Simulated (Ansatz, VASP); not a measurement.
This is a calculation of GaGe3 for VASP 6.6.1.

INCAR

```
SYSTEM = GaGe3
PREC = Accurate
ENCUT = 520
EDIFF = 1E-7
ISMEAR = -1
SIGMA = 0.05
LREAL = .False.
LASPH = .True.
NELM = 100
ALGO = Normal
ISIF = 2
LWAVE = .False.
LCHARG = .False.
GGA = PE
NBANDS = 36
```

The input KPOINTS:

```
regular mesh
0
Gamma
  7 7 7
  0 0 0
```

File POSCAR:

```
GaGe3
1.0
    0.0000000000      3.4317400984      3.4317400984
    3.4317400984      0.0000000000      3.4317400984
    3.4317400984      3.4317400984      0.0000000000
Ge Ga
3 1
Direct
    0.5000000000      0.5000000000      0.5000000000
    0.7500000000      0.7500000000      0.7500000000
    0.2500000000      0.2500000000      0.2500000000
    0.0000000000      0.0000000000      0.0000000000
```

Potentials or basis: VASP PAW PBE potentials, release 64 (Ge_d, Ga_d).

The run is started by

```console
$ cat potpaw_PBE.64/Ge_d/POTCAR potpaw_PBE.64/Ga_d/POTCAR > POTCAR
$ mpirun -np 1 vasp_std > vasp.out
```

Q: Translate it to Ansatz 0.2.0. Potentials there: Ansatz PAW.

A: As run (the cutoff follows the program's own potentials):

File input.yaml:

```yaml
crystal:
  lattice:
    - [0.0, 3.4317400984, 3.4317400984]
    - [3.4317400984, 0.0, 3.4317400984]
    - [3.4317400984, 3.4317400984, 0.0]
  atoms:
    - { symbol: Ge, position: [0.5, 0.5, 0.5] }
    - { symbol: Ge, position: [0.75, 0.75, 0.75] }
    - { symbol: Ge, position: [0.25, 0.25, 0.25] }
    - { symbol: Ga, position: [0.0, 0.0, 0.0] }
hamiltonian:
  xc: pbe
  pseudopotentials: { kind: paw }
kpoints:
  mp_grid: { grid: [7, 7, 7] }
scf:
  occupations: { method: fermi_dirac, width: 0.05 }
output:
  forces: true
  stress: true
  eigenvalues: true
```

Potentials or basis: Ansatz PAW.

Launch:

```bash
$ ansatz run input.yaml --threads 2 --pin off --max-ram 5632MiB --backend cpu --events-out ev --progress --plain --runs-dir out
```

Both were run:

|  | VASP | Ansatz | Ansatz less VASP |
| --- | --- | --- | --- |
| gap on the k mesh at the Fermi level (eV) | none | none | - |
| pressure (GPa) | -2.6 | -2.7 | -0.03 |

A gap of «none» marks a metal or a gap that the smearing closes. With one functional, cell and mesh, what is left measures potentials, basis and numerics.
